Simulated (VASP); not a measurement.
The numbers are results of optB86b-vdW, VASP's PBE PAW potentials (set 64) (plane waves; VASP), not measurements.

VASP input:

POSCAR:
```
Pt
1
    0.0000000000     1.9738891761     1.9738891761
    1.9738891761     0.0000000000     1.9738891761
    1.9738891761     1.9738891761     0.0000000000
Pt
1
Direct
  0.0000000000   0.0000000000   0.0000000000
```

File KPOINTS:
```
Automatic mesh
0
Gamma
14 14 14
0 0 0
```

INCAR:
```
PREC  =  Accurate
ENCUT  =  520   ! plane-wave cut-off (eV)
EDIFF  =  1E-6
EDIFFG  =  -0.01   ! ionic stop
PARAM2  =  1.0
LWAVE  =  .FALSE.
GGA  =  MK
LUSE_VDW  =  .TRUE.
ISMEAR  =  1   ! Methfessel-Paxton
AGGAC  =  0.0
LREAL  =  .FALSE.   ! projection in real space or not
LMAXMIX  =  6   ! l cut-off of mixed one-centre charges
IBRION  =  2
NSW  =  60
SIGMA  =  0.1
NELM  =  100
SYSTEM  =  Pt
ALGO  =  Normal
PARAM1  =  0.1234
LASPH  =  .TRUE.
ISIF  =  3
LCHARG  =  .FALSE.
```

POTCAR, in this order: Pt (PBE.64 set). Program: vasp_std.

The resulting files:

**OUTCAR**
```
 ion  position               nearest neighbor table
   1  0.000  0.000  0.000-
  LATTYP: Found a face centered cubic cell.
 ALAT       =     3.9477783522
 Subroutine PRICEL returns:
 Original cell was already a primitive cell.
 Subroutine GETGRP returns: Found 48 space group operations
The static configuration has the point symmetry O_h .
The dynamic configuration has the point symmetry O_h .
 Subroutine INISYM returns: Found 48 space group operations
 Subroutine IBZKPT returns following result:
 Found    104 irreducible k-points:

 Following reciprocal coordinates:
            Coordinates               Weight
  0.000000  0.000000  0.000000      1.000000
  0.071429  0.000000  0.000000      8.000000
  0.142857  0.000000  0.000000      8.000000
  0.214286  0.000000  0.000000      8.000000
  0.285714  0.000000  0.000000      8.000000
  0.357143  0.000000  0.000000      8.000000
  0.428571  0.000000  0.000000      8.000000
  0.500000  0.000000  0.000000      4.000000
  0.071429  0.071429  0.000000      6.000000
  0.142857  0.071429  0.000000     24.000000
...
```

File OSZICAR:
```
       N       E                     dE             d eps       ncg     rms          rms(c)
DAV:   1     0.400419282444E+02    0.40042E+02   -0.55941E+03  1921   0.104E+03
DAV:   2    -0.373401052896E+01   -0.43776E+02   -0.42045E+02  1955   0.188E+02
DAV:   3    -0.421995412220E+01   -0.48594E+00   -0.47740E+00  2241   0.197E+01
DAV:   4    -0.422157829412E+01   -0.16242E-02   -0.16241E-02  2167   0.120E+00
DAV:   5    -0.422158948013E+01   -0.11186E-04   -0.11187E-04  2128   0.903E-02    0.122E+01
DAV:   6    -0.387546367944E+01    0.34613E+00   -0.94036E-01  1916   0.875E+00    0.635E+00
DAV:   7    -0.383779444508E+01    0.37669E-01   -0.14541E-01  2027   0.334E+00    0.246E+00
DAV:   8    -0.383422968944E+01    0.35648E-02   -0.43984E-03  2038   0.670E-01    0.452E-01
DAV:   9    -0.383410954519E+01    0.12014E-03   -0.47575E-05  1993   0.747E-02    0.134E-02
DAV:  10    -0.383411455651E+01   -0.50113E-05   -0.23924E-06  2136   0.170E-02    0.227E-03
DAV:  11    -0.383411456902E+01   -0.12511E-07   -0.39971E-08  1003   0.207E-03
   1 F= -.38341146E+01 E0= -.38342316E+01  d E =-.383411E+01
```

**OUTCAR**
```
------------------------ aborting loop because EDIFF is reached ----------------------------------------
  FORCE on cell =-STRESS in cart. coord.  units (eV):
  Direction    XX          YY          ZZ          XY          YZ          ZX
  --------------------------------------------------------------------------------------
  Total       -0.0015063     -0.0015063     -0.0015063     -0.0000000      0.0000000      0.0000000
  in kB       -0.1569047     -0.1569047     -0.1569047     -0.0000000      0.0000000      0.0000000
  external PRESSURE =      -0.1569047 kB  Pullay stress =       0.0000000 kB
  volume of cell :       15.38
      direct lattice vectors                 reciprocal lattice vectors
     0.000000000  1.973889176  1.973889176    -0.253307028  0.253307028  0.253307028
     1.973889176  0.000000000  1.973889176     0.253307028 -0.253307028  0.253307028
     1.973889176  1.973889176  0.000000000     0.253307028  0.253307028 -0.253307028
 POSITION                                       TOTAL-FORCE (eV/Angst)
 -----------------------------------------------------------------------------------
      0.00000      0.00000      0.00000         0.000000      0.000000      0.000000
 -----------------------------------------------------------------------------------
    total drift:                                0.000000     -0.000000     -0.000000
  FREE ENERGIE OF THE ION-ELECTRON SYSTEM (eV)
  ---------------------------------------------------
  free  energy   TOTEN  =        -3.8341145690 eV

  energy  without entropy=       -3.8344657398  energy(sigma->0) =       -3.83423163

 reached required accuracy - stopping structural energy minimisation
```
(Selected blocks of OUTCAR.)

OUTCAR:
```
 val. band max:       10.7668266284   @ k =   0.5000   0.3571   0.0714

 cond. band min:      10.7891367119   @ k =   0.4286   0.1429   0.0000


 Fermi energy:        10.7744953625

 k-point     1 :       0.0000    0.0000    0.0000
  band No.  band energies     occupation
      1       0.8059      2.00000
      2       7.1228      2.00000
      3       7.1228      2.00000
      4       7.1228      2.00000
      5       9.2119      2.00000
      6       9.2119      2.00000
      7      25.6144      0.00000
      8      30.3849      0.00000
      9      30.3849      0.00000

 k-point     2 :       0.0714    0.0000    0.0000
  band No.  band energies     occupation
      1       1.0069      2.00000
      2       7.0366      2.00000
      3       7.2013      2.00000
      4       7.2013      2.00000
      5       9.1694      2.00000
      6       9.1694      2.00000
      7      25.9200      0.00000
      8      29.3699      0.00000
      9      30.6889      0.00000

 k-point     3 :       0.1429    0.0000    0.0000
  band No.  band energies     occupation
      1       1.5789      2.00000
      2       6.8407      2.00000
      3       7.3838      2.00000
      4       7.3838      2.00000
      5       9.1072      2.00000
      6       9.1073      2.00000
      7      26.6743      0.00000
      8      27.4343      0.00000
      9      31.5509      0.00000

 k-point     4 :       0.2143    0.0000    0.0000
  band No.  band energies     occupation
      1       2.4007      2.00000
      2       6.7238      2.00000
      3       7.5024      2.00000
      4       7.5024      2.00000
      5       9.2159      2.00000
      6       9.2159      2.00000
      7      25.2161      0.00000
      8      27.3127      0.00000
      9      32.7663      0.00000

 k-point     5 :       0.2857    0.0000    0.0000
  band No.  band energies     occupation
      1       3.1815      2.00000
      2       7.0269      2.00000
      3       7.4283      2.00000
...
```

Unless said otherwise, spin-orbit coupling is left out, though it shifts the bands of the heavy elements here.

The compound is Pt in the fcc structure. It was relaxed first. The start is the result of an earlier pass.
